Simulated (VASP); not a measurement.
Input:

```
Ti
1.0
    1.46733    -2.54150     0.00000
    1.46733     2.54150     0.00000
    0.00000     0.00000     4.63121
Ti
2
Cartesian
  1.46733   0.84717   1.15780
  1.46733  -0.94717   3.47341
```

These are r2SCAN meta-GGA, VASP's PBE PAW potentials (set 64) (plane waves; VASP) values and carry that method's errors. Run with 480 eV cut-off, 14×14×8 Γ-centred mesh, first-order Methfessel-Paxton smearing of 0.10 eV, potentials Ti_sv.

Problem. Estimate the energy per atom (σ→0), largest force, band gap (on the k-mesh) with the smallest direct gap where there is one.

Solution. 
| Item | Value |
|---|---|
| band gap (on the k-mesh) | none (metal, semimetal or under 0.01 eV) |
| energy per atom (σ→0) | -12.945 eV/atom |
| largest force | 0.196 eV/Å |

Only differences to runs with the same potentials and settings are physical.

The compound is Ti in the hcp structure. This cell was strained or had an atom moved on purpose.
